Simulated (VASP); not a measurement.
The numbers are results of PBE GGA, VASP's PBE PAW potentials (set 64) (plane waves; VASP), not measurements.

Input for VASP

POSCAR:
```
CaO
1.0
  0.0000000000   2.4050000000   2.4050000000
  2.4050000000   0.0000000000   2.4050000000
  2.4050000000   2.4050000000   0.0000000000
Ca O
1 1
Cart
  0.0000000000   0.0000000000   0.0000000000
  2.4050000000   2.4050000000   2.4050000000
```

INCAR:
```
! general
SYSTEM = CaO
PREC   = Accurate
ENCUT  = 520
LREAL  = .False.
LASPH  = .True.

! electronic loop
EDIFF  = 1E-6
NELM   = 100
ALGO   = Normal

! smearing
ISMEAR = 0
SIGMA  = 0.05

! functional
GGA    = PE

! ions
IBRION = 2
NSW    = 60
ISIF   = 3
EDIFFG = -0.01

! output
LWAVE  = .False.
LCHARG = .False.
```

### KPOINTS
```
Automatic mesh
0
Gamma
9 9 9
0 0 0
```

POTCAR, in this order: Ca_sv O (PBE.64 set). Program: vasp_std.

Output of the run:

### OUTCAR
```
 ion  position               nearest neighbor table
   1  0.000  0.000  0.000-   2 2.40   2 2.40   2 2.40   2 2.40   2 2.40   2 2.40
   2  0.500  0.500  0.500-   1 2.40   1 2.40   1 2.40   1 2.40   1 2.40   1 2.40
  LATTYP: Found a face centered cubic cell.
 ALAT       =     4.8100000000
 Subroutine PRICEL returns:
 Original cell was already a primitive cell.
 Subroutine GETGRP returns: Found 48 space group operations
The static configuration has the point symmetry O_h .
The dynamic configuration has the point symmetry O_h .
 Subroutine INISYM returns: Found 48 space group operations
 Subroutine IBZKPT returns following result:
 Found     35 irreducible k-points:

 Following reciprocal coordinates:
            Coordinates               Weight
  0.000000  0.000000  0.000000      1.000000
  0.111111  0.000000  0.000000      8.000000
  0.222222  0.000000  0.000000      8.000000
  0.333333  0.000000  0.000000      8.000000
  0.444444  0.000000  0.000000      8.000000
  0.111111  0.111111  0.000000      6.000000
  0.222222  0.111111  0.000000     24.000000
  0.333333  0.111111  0.000000     24.000000
  0.444444  0.111111  0.000000     24.000000
 -0.444444  0.111111  0.000000     24.000000
 -0.333333  0.111111  0.000000     24.000000
 -0.222222  0.111111  0.000000     24.000000
 -0.111111  0.111111  0.000000     12.000000
  0.222222  0.222222  0.000000      6.000000
  0.333333  0.222222  0.000000     24.000000
  0.444444  0.222222  0.000000     24.000000
 -0.444444  0.222222  0.000000     24.000000
 -0.333333  0.222222  0.000000     24.000000
 -0.222222  0.222222  0.000000     12.000000
  0.333333  0.333333  0.000000      6.000000
  0.444444  0.333333  0.000000     24.000000
 -0.444444  0.333333  0.000000     24.000000
 -0.333333  0.333333  0.000000     12.000000
  0.444444  0.444444  0.000000      6.000000
...
```

### OSZICAR
```
       N       E                     dE             d eps       ncg     rms          rms(c)
DAV:   1     0.133566718454E+03    0.13357E+03   -0.86951E+03   848   0.135E+03
DAV:   2    -0.779800718785E+01   -0.14136E+03   -0.13422E+03   972   0.334E+02
DAV:   3    -0.143317709759E+02   -0.65338E+01   -0.64864E+01  1092   0.757E+01
DAV:   4    -0.145106882878E+02   -0.17892E+00   -0.17879E+00  1164   0.115E+01
DAV:   5    -0.145136296163E+02   -0.29413E-02   -0.29412E-02  1060   0.133E+00    0.857E+00
DAV:   6    -0.128444967481E+02    0.16691E+01   -0.87638E+00   972   0.276E+01    0.364E+00
DAV:   7    -0.128028508225E+02    0.41646E-01   -0.72001E-01  1148   0.831E+00    0.174E+00
DAV:   8    -0.128035599379E+02   -0.70912E-03   -0.79592E-02   904   0.324E+00    0.429E-01
DAV:   9    -0.128015938619E+02    0.19661E-02   -0.24449E-02  1060   0.129E+00    0.134E-01
DAV:  10    -0.128020335660E+02   -0.43970E-03   -0.21328E-03   924   0.469E-01    0.251E-02
DAV:  11    -0.128020874994E+02   -0.53933E-04   -0.34879E-04  1168   0.154E-01    0.293E-02
DAV:  12    -0.128020740376E+02    0.13462E-04   -0.53166E-05   984   0.808E-02    0.514E-03
DAV:  13    -0.128020738728E+02    0.16477E-06   -0.43317E-06  1096   0.201E-02
   1 F= -.12802074E+02 E0= -.12802074E+02  d E =-.128021E+02
       N       E                     dE             d eps       ncg     rms          rms(c)
DAV:   1    -0.128736875061E+02   -0.71613E-01   -0.18053E+00   900   0.163E+01    0.179E+00
DAV:   2    -0.128166527972E+02    0.57035E-01   -0.22751E-01   940   0.459E+00    0.702E-01
DAV:   3    -0.128056002462E+02    0.11053E-01   -0.26339E-02  1392   0.207E+00    0.281E-01
DAV:   4    -0.128042347512E+02    0.13655E-02   -0.11286E-02  1320   0.978E-01    0.911E-02
DAV:   5    -0.128042938625E+02   -0.59111E-04   -0.10178E-04  1040   0.117E-01    0.837E-02
DAV:   6    -0.128047369413E+02   -0.44308E-03   -0.54694E-04  1344   0.142E-01    0.326E-02
DAV:   7    -0.128047521712E+02   -0.15230E-04   -0.51274E-05  1384   0.698E-02    0.437E-03
DAV:   8    -0.128047530912E+02   -0.92000E-06   -0.27019E-06  1120   0.114E-02
   2 F= -.12804753E+02 E0= -.12804753E+02  d E =-.267922E-02
       N       E                     dE             d eps       ncg     rms          rms(c)
DAV:   1    -0.128103151384E+02   -0.55630E-02   -0.13283E-01   908   0.439E+00    0.489E-01
DAV:   2    -0.128060173019E+02    0.42978E-02   -0.16545E-02   924   0.125E+00    0.188E-01
DAV:   3    -0.128052178669E+02    0.79943E-03   -0.19302E-03  1428   0.565E-01    0.748E-02
DAV:   4    -0.128051268152E+02    0.91052E-04   -0.77241E-04  1340   0.257E-01    0.233E-02
DAV:   5    -0.128051322115E+02   -0.53963E-05   -0.71594E-06  1036   0.312E-02    0.213E-02
DAV:   6    -0.128051759557E+02   -0.43744E-04   -0.41355E-05  1348   0.373E-02    0.875E-03
DAV:   7    -0.128051811181E+02   -0.51624E-05   -0.35676E-06  1256   0.175E-02    0.150E-03
DAV:   8    -0.128051807056E+02    0.41255E-06   -0.12765E-07   452   0.334E-03
   3 F= -.12805181E+02 E0= -.12805181E+02  d E =-.310683E-02
```

OUTCAR:
```
------------------------ aborting loop because EDIFF is reached ----------------------------------------
  FORCE on cell =-STRESS in cart. coord.  units (eV):
  Direction    XX          YY          ZZ          XY          YZ          ZX
  --------------------------------------------------------------------------------------
  Total       -0.0003601     -0.0003601     -0.0003601     -0.0000000     -0.0000000     -0.0000000
  in kB       -0.0203631     -0.0203631     -0.0203631     -0.0000000     -0.0000000     -0.0000000
  external PRESSURE =      -0.0203631 kB  Pullay stress =       0.0000000 kB
  volume of cell :       28.33
      direct lattice vectors                 reciprocal lattice vectors
     0.000000000  2.419548120  2.419548120    -0.206650157  0.206650157  0.206650157
     2.419548120 -0.000000000  2.419548120     0.206650157 -0.206650157  0.206650157
     2.419548120  2.419548120 -0.000000000     0.206650157  0.206650157 -0.206650157
  FREE ENERGIE OF THE ION-ELECTRON SYSTEM (eV)
  ---------------------------------------------------
  free  energy   TOTEN  =       -12.8051807056 eV

  energy  without entropy=      -12.8051807056  energy(sigma->0) =      -12.80518071

 reached required accuracy - stopping structural energy minimisation
```
(Selected blocks of OUTCAR.)

CONTCAR:
```
CaO
   1.00000000000000
     0.0000000000000000    2.4195481197538897    2.4195481197538897
     2.4195481197538897   -0.0000000000000000    2.4195481197538897
     2.4195481197538897    2.4195481197538897   -0.0000000000000000
  Ca              O
     1     1
Direct
     0.0000000000000000    0.0000000000000000    0.0000000000000000
     0.5000000000000000    0.5000000000000000    0.5000000000000000
```

The compound is CaO in the rock salt structure. This run relaxes it. Symmetry was kept, so distortions that lower it aren't found.
